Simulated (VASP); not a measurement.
```xyz
63
Lattice="11.0671 0.0000 0.0000 0.0000 11.0671 0.0000 0.0000 0.0000 11.0671" Properties=species:S:1:pos:R:3 pbc="T T T"
Ga     5.5454    11.0660     0.0408
Ga     8.2960     2.7416    11.0564
Ga     8.2815     0.0428     2.7885
Ga    11.0575    11.0601    11.0667
Ga     2.7640     2.7599    11.0659
Ga     5.5413     5.5599    11.0614
Ga     8.2949     8.2912     0.0407
Ga     2.8012    11.0646     2.7745
Ga     5.6186     3.0062     2.8566
Ga     8.2149     5.2652     2.8887
Ga     5.5490     0.0494     5.5180
Ga     8.1840     3.0606     5.4257
Ga     8.2887     0.0020     8.2610
Ga    11.0646     5.5336     0.0140
Ga     2.7735     8.2932     0.0015
Ga     0.0048     2.7377     2.7674
Ga     2.7662     5.5531     2.7743
Ga     5.5545     8.2443     2.7811
Ga    11.0225     0.0123     5.5236
Ga     2.7516     2.7417     5.5289
Ga     5.6604     5.2707     5.4548
Ga     8.2858     8.2627     5.5180
Ga     2.7676    11.0626     8.2942
Ga     5.5339     2.7342     8.3087
Ga     8.3028     5.5601     8.3140
Ga    11.0367     8.2996     2.7766
Ga     0.0148     5.5696     5.5323
Ga     2.8157     8.2970     5.5202
Ga    11.0518     2.7671     8.2855
Ga     2.7809     5.5284     8.2891
Ga     5.5433     8.2994     8.2693
Ga     0.0032     8.2971     8.2926
P      6.8941     1.4390     1.4248
P      9.7079     4.0912     1.3566
P      9.6255     1.4551     4.1768
P      1.3994     1.3605     1.3854
P      4.1189     4.2009     1.3487
P      6.9512     6.8448     1.4368
P      9.6622     9.7100     1.4068
P      4.1837     1.4375     4.1283
P      9.6470     6.8664     4.1302
P      6.9432     1.4505     6.8666
P      9.7087     4.2158     6.9364
P      9.6761     1.3652     9.6594
P      1.3704     6.9318     1.3932
P      4.1703     9.6478     1.4043
P      1.3781     4.1498     4.1491
P      4.2085     6.8439     4.1804
P      6.9118     9.6826     4.1510
P      1.3607     1.3664     6.9131
P      4.1284     4.0870     6.9370
P      6.9025     6.8669     6.8820
P      9.6675     9.6566     6.8983
P      4.1526     1.3586     9.7041
P      6.9150     4.1488     9.6813
P      9.6854     6.9348     9.7066
P      1.3840     9.6862     4.1531
P      1.4160     6.9364     6.9102
P      4.1746     9.7133     6.8971
P      1.3782     4.1500     9.6757
P      4.1594     6.9294     9.6621
P      6.9186     9.6805     9.6882
P      1.3842     9.6789     9.6836
```
Cell charge -1.

All values below come from HSE06 screened hybrid, VASP's PBE PAW potentials (set 64) (plane waves; VASP). Settings: PREC = Normal, LREAL = Auto, ISYM = 0, NELECT = 252.0, EDIFF = 1E-5, 400 eV cut-off, 1×1×1 Γ-centred mesh, Gaussian smearing of 0.050 eV, potentials Ga P. Starting moments (MAGMOM): 63*0.0317. The cell's moment is fixed (NUPDOWN = 2).

The cell is charged, with a uniform compensating background. The supercell is sampled at Γ alone, which is coarse: total energies, pressure and levels can be off, energies of defects by several tenths of an eV.

**Question.** Predict the cell moment, energy per atom (σ→0).

**Answer.** 
```
Item                           Result
---------------------  --------------
cell moment                   2.00 μB
energy per atom (σ→0)  -5.209 eV/atom
```

**Question.** Give the moment on each site (PAW-sphere projection).

**Answer.** 
```csv
site,moment (μB)
Ga1,0.01
Ga2,0.00
Ga3,0.00
Ga4,0.00
Ga5,0.01
Ga6,0.00
Ga7,0.01
Ga8,0.01
Ga9,0.22
Ga10,0.19
Ga11,0.00
Ga12,0.15
Ga13,0.01
Ga14,0.01
Ga15,0.00
Ga16,0.00
Ga17,0.00
Ga18,0.00
Ga19,0.01
Ga20,0.00
Ga21,0.18
Ga22,0.00
Ga23,0.00
Ga24,0.00
Ga25,0.00
Ga26,0.01
Ga27,0.00
Ga28,0.01
Ga29,0.01
Ga30,0.01
Ga31,0.01
Ga32,0.00
P33,0.02
P34,0.05
P35,0.02
P36,0.00
P37,0.05
P38,0.02
P39,0.00
P40,0.03
P41,0.03
P42,0.02
P43,0.04
P44,0.00
P45,0.00
P46,0.00
P47,0.00
P48,0.02
P49,0.00
P50,0.00
P51,0.05
P52,0.02
P53,0.00
P54,0.00
P55,0.00
P56,0.00
P57,0.02
P58,0.00
P59,0.00
P60,0.04
P61,0.00
P62,0.02
P63,0.00
```

The cell is a supercell with a defect, built from GaP (zinc blende): vac_P, charge -1. The cell's shape comes from a PBE relaxation.
